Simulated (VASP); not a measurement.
Energy against volume of AuAl2 (fluorite). Computed with rev-vdW-DF2, VASP's PBE PAW potentials (set 64) (plane waves; VASP). Numerical set-up: 520 eV cut-off, 9×9×9 Γ-centred mesh, first-order Methfessel-Paxton smearing of 0.10 eV, potentials Al Au.

```tsv
V (Å³/atom)	E (eV/atom)
17.728	-2.53589
18.276	-2.54228
18.824	-2.53745
19.372	-2.52323
```

Task: Fit these four points and predict the energy of the run at 17.179 Å³/atom.

Result: A cubic in V^(−2/3), the third-order Birch-Murnaghan form, passes through the four points with V0 = 18.30 Å³/atom and B0 = 108 GPa, and gives -2.5161 eV/atom there. The run gave -2.5161 eV/atom, -0.1 meV/atom from the fit; all five points give B0 = 108 GPa.

The compound is AuAl2 in the fluorite structure. It was relaxed first.
